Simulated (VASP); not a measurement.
# FeSi11C12 (a cell with a defect) in VASP: settings compared

Aim: see how the results for FeSi11C12 (a cell with a defect) move with the level of theory and the settings. Levels: PBEsol, HSE06. Tasks: single point.

All numbers are computed with VASP 6.6.1; they aren't measurements. Logs are shortened: lines on timing, memory, paths and dates and some standing lists are left out, and cuts for length are marked.

**1. Starting point**

The cell holds a defect, 24 atoms: a = 9.245 Å, b = 6.163 Å, c = 6.163 Å, α = 60.00°, β = 60.00°, γ = 60.00°.

**2. Single point, PBEsol, collinear spin, ferromagnetic start**

INCAR

```
PREC = Accurate ; ENCUT = 450
EDIFF = 1E-5 ; ISMEAR = 0
SIGMA = 0.03 ; LREAL = Auto
LASPH = True ; NELM = 120
ALGO = Normal ; ISIF = 2
LWAVE = False ; LCHARG = False
ISPIN = 2 ; MAGMOM = 1 0 0 0 0 0 0 0 0 0 0 0 0 0 0 0 0 0 0 0 0 0 0 0
LORBIT = 11 ; NUPDOWN = 1
LMAXMIX = 4 ; GGA = PS
NELECT = 101.0 ; ISYM = 0
```

KPOINTS

```
regular mesh
0
Gamma
  2 3 3
```

POSCAR

```
FeSi11C12                               
1.0
    0.0000000000      6.5370000000      6.5370000000
    4.3580000000      0.0000000000      4.3580000000
    4.3580000000      4.3580000000      0.0000000000
  Fe              Si              C             
     1    11    12
Direct
     0.0014426982736218    0.9999674175892752    0.9996701543957998
     0.0002501479209891    0.0006558600684575    0.4993506969070062
     0.0002740497150699    0.4991155603079518    0.0003934854087505
     0.0004546111192604    0.4993240942277991    0.4989638586073171
     0.3308759468095820    0.0020793962012043    0.0021777927475645
     0.3322824080490621    0.0016360398121468    0.5002346043988238
     0.3323566674867452    0.5001527713195035    0.0014288981992517
     0.3322889740247392    0.5008588571771860    0.5007691124405781
     0.6691918106744846    0.0004835151855716    0.9991698012097605
     0.6667501266784950    0.0022030050034965    0.4973455438815899
     0.6667257552931043    0.4988462358049062    0.0003032393509514
     0.6673761322287579    0.5002479504679544    0.4987638458389540
     0.0846063698479886    0.1286249265644555    0.1294230186430199
     0.0852925760525035    0.1277664406374054    0.6148557970433272
     0.0854721434505047    0.6149238173565778    0.1274983762192713
     0.0829091962669853    0.6252316738002629    0.6249949168388073
     0.4198567580295248    0.1234831983970744    0.1233971066500102
     0.4155965398179217    0.1257105184145418    0.6271267405299294
     0.4155830341517829    0.6271761025516286    0.1254707758680478
     0.4171961944337902    0.6251401037723358    0.6249011014358057
     0.7421088830809043    0.1302173165564293    0.1285232331829928
     0.7499728705826509    0.1255691894249829    0.6243210376163504
     0.7499449837039902    0.6254710851801376    0.1240629551183708
     0.7493061223075540    0.6265209241787161    0.6246179074677017
```

Potentials or basis: VASP PAW PBE potentials, release 64 (Fe, Si, C).

Command:

```sh
cat potpaw_PBE.64/Fe/POTCAR potpaw_PBE.64/Si/POTCAR potpaw_PBE.64/C/POTCAR > POTCAR
mpirun -np 1 vasp_std > vasp.out
```

OUTCAR:

```text
PREC = Accurate
   ENCUT = 450
   EDIFF = 1E-5
   ISMEAR = 0
   LREAL = Auto
   LASPH = True
   NELM = 120
   ISIF = 2
   ISPIN = 2
   LORBIT = 11
   NUPDOWN = 1
   GGA = PS
   NELECT = 101.0
   ISYM = 0

 ion  position               nearest neighbor table
   1  0.001  1.000  1.000-  13 1.93  14 1.94  15 1.94  21 1.96   5 3.06   6 3.07   7 3.07   9 3.07
                             3 3.07   2 3.08  10 3.08   4 3.08   4 3.08  11 3.08   2 3.09   3 3.09
   2  0.000  0.001  0.499-  13 1.86  14 1.86  22 1.89  16 1.89   5 3.06   9 3.07   4 3.07   3 3.07
                             8 3.07   6 3.08   1 3.08  12 3.08  10 3.08   1 3.09   3 3.09   4 3.09
   3  0.000  0.499  0.000-  13 1.86  15 1.87  16 1.89  23 1.89   5 3.06   1 3.07   2 3.07   4 3.07
                             8 3.07  12 3.07   9 3.08   7 3.08  11 3.08   4 3.09   2 3.09   1 3.09
   4  0.000  0.499  0.499-  15 1.87  14 1.87  16 1.89  24 1.90   7 3.07   6 3.07   2 3.07   3 3.07
                            12 3.08   8 3.08   1 3.08   1 3.08  11 3.09   3 3.09   2 3.09  10 3.09
   5  0.331  0.002  0.002-  13 1.86  19 1.89  18 1.89  17 1.89   1 3.06   3 3.06   2 3.06   7 3.07
                             6 3.07   8 3.08   8 3.08   6 3.09   7 3.09  11 3.10  10 3.11   9 3.11
   6  0.332  0.002  0.500-  14 1.86  18 1.89  20 1.89  17 1.90   4 3.07   1 3.07   7 3.07   5 3.07
                             2 3.08   8 3.08   8 3.08  10 3.08   5 3.09   7 3.09  12 3.09   9 3.10
   7  0.332  0.500  0.001-  15 1.86  19 1.89  20 1.89  17 1.90   4 3.07   1 3.07   6 3.07   5 3.07
                             3 3.08   8 3.08  11 3.08   8 3.08   5 3.09   6 3.09   9 3.10  12 3.10
   8  0.332  0.501  0.501-  16 1.88  18 1.89  19 1.89  20 1.89   3 3.07   2 3.07   4 3.08   6 3.08
                             7 3.08   5 3.08   5 3.08  10 3.08   7 3.08   6 3.08  11 3.09  12 3.09
   9  0.669  0.000  0.999-  21 1.86  17 1.88  22 1.89  23 1.89  11 3.06  10 3.06   2 3.07   1 3.07
[... 5 lines left out ...]
  12  0.667  0.500  0.499-  22 1.89  23 1.89  24 1.89  20 1.89   3 3.07  10 3.08   4 3.08   2 3.08
                            11 3.08   9 3.08   9 3.08  11 3.08  10 3.09   8 3.09   6 3.09   7 3.10
  13  0.085  0.129  0.129-   5 1.86   2 1.86   3 1.86   1 1.93
  14  0.085  0.128  0.615-   2 1.86   6 1.86   4 1.87   1 1.94
  15  0.085  0.615  0.127-   7 1.86   3 1.87   4 1.87   1 1.94
  16  0.083  0.625  0.625-   8 1.88   3 1.89   2 1.89   4 1.89
  17  0.420  0.123  0.123-   9 1.88   5 1.89   7 1.90   6 1.90
  18  0.416  0.126  0.627-   5 1.89   8 1.89   6 1.89  10 1.90
  19  0.416  0.627  0.125-   5 1.89   8 1.89   7 1.89  11 1.90
  20  0.417  0.625  0.625-  12 1.89   8 1.89   6 1.89   7 1.89
  21  0.742  0.130  0.129-   9 1.86  11 1.86  10 1.86   1 1.96
  22  0.750  0.126  0.624-  12 1.89   9 1.89  10 1.89   2 1.89
  23  0.750  0.625  0.124-  12 1.89   9 1.89  11 1.89   3 1.89
  24  0.749  0.627  0.625-  12 1.89  10 1.89  11 1.89   4 1.90

IMPORTANT INFORMATION: All symmetrisations will be switched off!
NOSYMM: (Re-)initialisation of all symmetry stuff for point group C_1.

----------------------------------------------------------------------------------------

                                     Primitive cell

  volume of cell :     248.3036

  direct lattice vectors                    reciprocal lattice vectors
     0.000000000  6.537000000  6.537000000    -0.076487685  0.076487685  0.076487685
     4.358000000  0.000000000  4.358000000     0.114731528 -0.114731528  0.114731528
     4.358000000  4.358000000  0.000000000     0.114731528  0.114731528 -0.114731528

  length of vectors
     9.244714057  6.163142705  6.163142705     0.132480557  0.198720836  0.198720836

  position of ions in fractional coordinates (direct lattice)
     0.001442698  0.999967418  0.999670154
     0.000250148  0.000655860  0.499350697
     0.000274050  0.499115560  0.000393485
     0.000454611  0.499324094  0.498963859
     0.330875947  0.002079396  0.002177793
     0.332282408  0.001636040  0.500234604
[... 16 lines left out ...]
     0.749944984  0.625471085  0.124062955
     0.749306122  0.626520924  0.624617907

  ion indices of the primitive-cell ions
   primitive index   ion index
                 1           1
                 2           2
                 3           3
                 4           4
                 5           5
                 6           6
[... 16 lines left out ...]
                23          23
                24          24

----------------------------------------------------------------------------------------

 KPOINTS: regular mesh

Automatic generation of k-mesh.
 Grid dimensions read from file:
 generate k-points for:    2    3    3

[... 43 lines left out ...]
   ISTART =      0    job   : 0-new  1-cont  2-samecut
   ICHARG =      2    charge: 1-file 2-atom 10-const
   ISPIN  =      2    spin polarized calculation?
   LNONCOLLINEAR =      F non collinear calculations
   LSORBIT =      F    spin-orbit coupling
   LASPH  =      T    aspherical Exc in radial PAW
   ENCUT  =  450.0 eV  33.07 Ry    5.75 a.u.  15.99 10.66 10.66*2*pi/ulx,y,z
   NELM   =    120;   NELMIN=  2; NELMDL= -5     # of ELM steps
   EDIFF  = 0.1E-04   stopping-criterion for ELM
   LREAL  =      T    real-space projection
   EDIFFG = 0.1E-03   stopping-criterion for IOM
   NSW    =      0    number of steps for IOM
   IBRION =     -1    ionic relax: 0-MD 1-quasi-New 2-CG
   NFREE  =      0    steps in history (QN), initial steepest desc. (CG)
   ISIF   =      2    stress and relaxation
   ISYM   =      0    0-nonsym 1-usesym 2-fastsym
   POTIM  = 0.5000    time-step for ionic-motion
   TEBEG  =    0.0;   TEEND  =   0.0 temperature during run
   PSTRESS=    0.0 pullay stress
   NELECT =     101.0000    total number of electrons
   NUPDOWN=       1.0000    fix difference up-down
   EMIN   =  10.00;   EMAX   =-10.00  energy-range for DOS
   EFERMI =   0.00;   METHOD = LEGACY
   ISMEAR =     0;   SIGMA  =   0.03  broadening in eV -4-tet -1-fermi 0-gaus
   EFERMI_NEDOS =   21; number of points for ismear=-14 and -15
   IALGO  =     38    algorithm
   IMIX   =      4    mixing-type and parameters
     AMIX     =   0.40;   BMIX     =  1.00
     AMIX_MAG =   1.60;   BMIX_MAG =  1.00
  volume/ion in A,a.u.               =      10.35        69.82
  Fermi-wavevector in a.u.,A,eV,Ry     =   1.212982  2.292203 20.018592  1.471325
  Thomas-Fermi vector in A             =   2.348449
   LORBIT       =     11    0 simple, 1 ext, 2 COOP (PROOUT), +10 PAW based schemes
   GGA     = PS    functional components
   LHFCALC =     F    Hartree Fock is set to
   AEXX    =    0.0000 exact exchange contribution
   IVDW    =     0    specifies the selected vdW correction
   LEPSILON=     F    determine dielectric tensor
   LRPA    =     F    only Hartree local field effects (RPA)
 spin polarized calculation
 Gauss-broadening in eV      SIGMA  =   0.03
  energy-cutoff  :      450.00
  volume of cell :      248.30
 maximum number of plane-waves:      5443
 NGX is ok and might be reduce to    64
   NGX = 31   NGY = 21   NGZ = 21

 number of electron     101.0000004 magnetization       1.0000000

 Free energy of the ion-electron system (eV)
  ---------------------------------------------------
  ext. energy  EPLUGINS =         0.00000000
  ---------------------------------------------------
  free energy    TOTEN  =      -181.48902175 eV

  energy without entropy =     -181.48372312  energy(sigma->0) =     -181.48637244

 E-fermi :   9.0539     XC(G=0): -11.6085

 val. band max:        9.2013094469   @ k =   0.0000  -0.3333   0.3333
 cond. band min:       9.0918865005   @ k =   0.5000   0.0000   0.0000
 fundamental gap:     -0.1094229464
 Fermi energy:         9.2051236800

 spin component 1

 k-point     1 :       0.0000    0.0000    0.0000
  band No.  band energies     occupation
      1      -7.6378      1.00000
      2      -5.6601      1.00000
      3      -5.4550      1.00000
      4      -4.1273      1.00000
      5      -4.1031      1.00000
      6      -3.9797      1.00000
[... 639 lines left out ...]
     61      13.4666      0.00000
     62      13.5040      0.00000
 Fermi energy:         9.0538922543

 spin component 2

 k-point     1 :       0.0000    0.0000    0.0000
  band No.  band energies     occupation
      1      -7.6244      1.00000
      2      -5.6510      1.00000
      3      -5.4351      1.00000
      4      -4.1188      1.00000
      5      -4.0958      1.00000
      6      -3.9735      1.00000
[... 639 lines left out ...]
     61      13.5606      0.00000
     62      13.6110      0.00000
 [bands above 62 left out]

------------------------ aborting loop because EDIFF is reached ----------------------------------------

  FORCE on cell =-STRESS in cart. coord.  units (eV):
  Direction    XX          YY          ZZ          XY          YZ          ZX
  --------------------------------------------------------------------------------------
  -------------------------------------------------------------------------------------
  Total       11.9413931     12.2669879     12.1953581      0.1460877      0.0970832      0.1387975
  in kB       77.0517742     79.1526732     78.6904825      0.9426300      0.6264291      0.8955900
  external PRESSURE =      78.2983100 kB  Pullay stress =       0.0000000 kB

 VOLUME and BASIS-vectors are now :
 -----------------------------------------------------------------------------
  energy-cutoff  :      450.00
  volume of cell :      248.30
      direct lattice vectors                 reciprocal lattice vectors
     0.000000000  6.537000000  6.537000000    -0.076487685  0.076487685  0.076487685
     4.358000000  0.000000000  4.358000000     0.114731528 -0.114731528  0.114731528
     4.358000000  4.358000000  0.000000000     0.114731528  0.114731528 -0.114731528

 POSITION                                       TOTAL-FORCE (eV/Angst)
 -----------------------------------------------------------------------------------
      8.71442      4.36599      4.36729        -0.089307      0.080379      0.065163
      2.17903      2.17781      0.00449         0.003566      0.033073     -0.282207
      2.17686      0.00351      2.17694         0.021812     -0.255250      0.045828
      4.35054      2.17746      2.17903         0.264370     -0.017062     -0.001708
      0.01855      2.17243      2.17200        -0.158784      0.039357      0.044031
      2.18715      4.35215      2.17926        -0.061673      0.157217     -0.014504
[... 16 lines left out ...]
      3.26647      5.44306      7.62819         0.012670      0.037961      0.009956
      5.45246      7.62030      7.62859        -0.023448      0.022464     -0.003095
 -----------------------------------------------------------------------------------
    total drift:                               -0.007944      0.000986      0.000292

  FREE ENERGIE OF THE ION-ELECTRON SYSTEM (eV)
  ---------------------------------------------------
  free  energy   TOTEN  =      -181.4890217546 eV

  energy  without entropy=     -181.4837231221  energy(sigma->0) =     -181.48637244

 total charge

# of ion       s       p       d       tot
------------------------------------------
    1        0.526   0.592   6.480   7.598
    2        0.717   0.989   0.000   1.706
    3        0.717   0.987   0.000   1.704
    4        0.716   0.983   0.000   1.699
    5        0.715   0.987   0.000   1.703
    6        0.714   0.981   0.000   1.695
[... 16 lines left out ...]
   23        0.838   1.707   0.000   2.544
   24        0.837   1.703   0.000   2.540
--------------------------------------------------
tot         18.509  31.699   6.480  56.688

 magnetization (x)

# of ion       s       p       d       tot
------------------------------------------
    1        0.006   0.032   0.712   0.750
    2        0.002   0.002   0.000   0.004
    3        0.002   0.002   0.000   0.004
    4        0.002   0.004   0.000   0.005
    5        0.001   0.003   0.000   0.003
    6        0.000   0.001   0.000   0.002
[... 16 lines left out ...]
   23        0.001   0.001   0.000   0.001
   24        0.000   0.000   0.000   0.000
--------------------------------------------------
tot          0.027   0.028   0.712   0.766
```

Wall time 20 min (1 thread of Intel Xeon Platinum 8259CL at 2.50GHz (Skylake/Cascade Lake), shared host); peak memory 0.57 GiB.

What came out:

```yaml
Free_energy: -181.4890 eV
Largest_force: 0.672 eV/Å
Net_moment: 1.00 μB per cell
Site_moments: Fe +0.75; Si +0.00, +0.01; C -0.01, -0.00, +0.00 μB
Valence_electrons_inside_the_program's_atomic_spheres: Fe 7.60; Si 1.71, 1.70, 1.69; C 2.52, 2.51, 2.54
```

Forces in eV/Å, atoms in the order of the input:
```
Fe  -0.089  0.080  0.065
Si   0.004  0.033 -0.282
Si   0.022 -0.255  0.046
Si   0.264 -0.017 -0.002
Si  -0.159  0.039  0.044
Si  -0.062  0.157 -0.015
Si  -0.050 -0.020  0.169
Si   0.012  0.012  0.029
Si  -0.170  0.002 -0.018
Si   0.051  0.190 -0.092
Si   0.077 -0.074  0.179
Si   0.039 -0.018 -0.027
C   -0.446 -0.388 -0.320
C    0.407  0.379 -0.324
C    0.392 -0.354  0.365
C   -0.015  0.015  0.001
C    0.125 -0.085 -0.085
C   -0.022 -0.060  0.030
C   -0.023  0.031 -0.049
C    0.012 -0.017 -0.010
C   -0.361  0.281  0.265
C    0.005  0.006  0.022
C    0.013  0.038  0.010
C   -0.023  0.022 -0.003
```

Caveat: the k mesh is coarse (spacing up to 0.42 Å⁻¹), so the values aren't converged; the cell is charged against a uniform background, so pressure and absolute levels hang on convention; the cutoff is under 1.25 times the usual one of these potentials, so pressure, stress and relaxed cells hold a basis-set (Pulay) error; the PAW data sets were made with another functional, which shifts forces and pressure a little; the total moment is fixed, so each spin has its own Fermi level.

**3. Single point, HSE06, collinear spin, ferromagnetic start**

POSCAR is that of step 2.

INCAR.step1

```
PREC = Accurate ; ENCUT = 450
EDIFF = 1E-5 ; ISMEAR = 0
SIGMA = 0.03 ; LREAL = Auto
LASPH = True ; NELM = 70
ALGO = Normal ; ISIF = 2
LWAVE = True ; LCHARG = False
ISPIN = 2 ; MAGMOM = 1 0 0 0 0 0 0 0 0 0 0 0 0 0 0 0 0 0 0 0 0 0 0 0
LORBIT = 11 ; NUPDOWN = 1
LMAXMIX = 4 ; NELECT = 101.0
ISYM = -1 ; TIME = 0.4
NKRED = 2 ; GGA = PE
```

INCAR.step2

```
PREC = Accurate ; ENCUT = 450
EDIFF = 1E-4 ; ISMEAR = 0
SIGMA = 0.03 ; LREAL = Auto
LASPH = True ; NELM = 70
ALGO = Damped ; ISIF = 2
LWAVE = False ; LCHARG = False
ISPIN = 2 ; MAGMOM = 1 0 0 0 0 0 0 0 0 0 0 0 0 0 0 0 0 0 0 0 0 0 0 0
LORBIT = 11 ; NUPDOWN = 1
LMAXMIX = 4 ; GGA = PE
LHFCALC = True ; HFSCREEN = 0.2
PRECFOCK = Fast ; NELECT = 101.0
ISYM = -1 ; TIME = 0.4
NKRED = 2 ; ISTART = 1
```

KPOINTS

```
regular mesh
0
Gamma
  2 2 2
```

Potentials or basis: VASP PAW PBE potentials, release 64 (Fe, Si, C).

Command:

```sh
cat potpaw_PBE.64/Fe/POTCAR potpaw_PBE.64/Si/POTCAR potpaw_PBE.64/C/POTCAR > POTCAR
cp INCAR.step1 INCAR
mpirun -np 1 vasp_std > vasp.out
cp INCAR.step2 INCAR
mpirun -np 1 vasp_std > vasp.out
```

It took 1.6 h on 1 thread of Intel Xeon Platinum 8259CL at 2.50GHz (Skylake/Cascade Lake), shared host; peak memory 0.87 GiB.

The run converged. Its results:

```
Free energy                                           : -203.8570 eV
Largest force                                         : 0.261 eV/Å
Net moment                                            : 1.00 μB per cell
Site moments                                          : Fe +1.57; Si +0.01, -0.00, +0.00; C -0.09, +0.00, -0.01, -0.00, -0.06 μB
Valence electrons inside the program's atomic spheres : Fe 7.59; Si 1.73, 1.72, 1.71; C 2.54, 2.53, 2.56, 2.55
```

Forces in eV/Å, atoms in the order of the input:
```
Fe  -0.053 -0.020 -0.034
Si  -0.008 -0.019 -0.227
Si   0.014 -0.198 -0.002
Si   0.256 -0.042 -0.024
Si  -0.177  0.131  0.136
Si  -0.159  0.145  0.053
Si  -0.146  0.046  0.157
Si  -0.020  0.072  0.090
Si  -0.111 -0.062 -0.083
Si   0.057  0.119 -0.085
Si   0.084 -0.062  0.108
Si   0.061 -0.028 -0.037
C    0.140  0.023  0.096
C   -0.025 -0.055  0.128
C   -0.040  0.093 -0.074
C    0.028 -0.021 -0.037
C    0.094 -0.058 -0.056
C   -0.027 -0.095 -0.014
C   -0.028 -0.014 -0.080
C    0.040 -0.045 -0.038
C    0.041  0.024  0.004
C   -0.022  0.037 -0.016
C   -0.014  0.002  0.040
C    0.015  0.027 -0.002
```

Caveat: the k mesh is coarse (spacing up to 0.62 Å⁻¹), so the values aren't converged, least of all with exact exchange; the cell is charged against a uniform background, so pressure and absolute levels hang on convention; the cutoff is under 1.25 times the usual one of these potentials, so pressure, stress and relaxed cells hold a basis-set (Pulay) error; the PAW data sets were made with another functional, which shifts forces and pressure a little; the total moment is fixed, so each spin has its own Fermi level.
